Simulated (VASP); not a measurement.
VN (space group Fm-3m): the measured cell of entry 1557477 of the Crystallography Open Database is

VN is taken in the cubic space group Fm-3m (No. 225), the rock salt structure, Pearson symbol cF8. Cell: a = 4.133 Å, b = 4.133 Å, c = 4.133 Å, α = 90.00°, β = 90.00°, γ = 90.00°. V on 4b is coordinated by 6 N at 2.066 Å (octahedral). N on 4a sees 6 V at 2.066 Å (octahedral). (Neighbours: up to the widest gap in distance over summed covalent radii, below 1.35, at either atom; cation-cation and far metal-metal contacts left out.)
(The calculation used a cell of 2 atoms; values per cell refer to that cell.)

Computed with PBEsol GGA, VASP's PBE PAW potentials (set 64) (plane waves; VASP). Run with 520 eV cut-off, 17×17×17 Γ-centred mesh, tetrahedra with Blöchl corrections, potentials V_sv N.

The calculation is for a static lattice at zero pressure; the measurement, at 293 K, holds thermal and zero-point expansion. The entry's conditions were not checked, so it may have been measured under pressure.

How far does the relaxed conventional cell lie from the measured one?

|  | measured | computed | difference |
|---|---|---|---|
| a (Å) | 4.133 | 4.075 | -1.4 % |
| V (Å³/atom) | 8.82 | 8.46 | -4.1 % |

The structure comes from a measured VN entry (Fm-3m) of the Crystallography Open Database, whose conditions weren't checked. It was relaxed first. Symmetry was kept, so distortions that lower it aren't found.
